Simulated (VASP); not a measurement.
Input:

```yaml
crystal:
  lattice:
    - [3.59342, 0.00000, 0.00000]
    - [0.00000, 3.59342, 0.00000]
    - [0.00000, 0.00000, 3.59342]
  atoms:
    - { symbol: Al, position: [0.00000, 0.00000, 0.00000] }
    - { symbol: Ni, position: [0.00000, 0.50000, 0.50000] }
    - { symbol: Ni, position: [0.50000, 0.00000, 0.50000] }
    - { symbol: Ni, position: [0.50000, 0.50000, 0.00000] }
```

Calculation: optB88-vdW, VASP's PBE PAW potentials (set 64) (plane waves; VASP). Settings: 520 eV cut-off, 9×9×9 Γ-centred mesh, first-order Methfessel-Paxton smearing of 0.10 eV, potentials Al Ni.

Problem. Predict the energy per atom (σ→0), pressure, band gap (on the k-mesh) with the smallest direct gap where there is one.

Solution. 
- band gap (on the k-mesh): none (metal, semimetal or under 0.01 eV)
- energy per atom (σ→0): -2.993 eV/atom
- pressure: -5.08 GPa

The absolute energy has meaning only against runs of the same code, potentials and settings.

The compound is Ni3Al in the L1_2 structure. This cell is one point of a volume scan, at 1.03 of the reference volume. The run is not spin-polarised, so no magnetic state was tried. The electron count is odd and the run is not spin-polarised, which forces a metal.
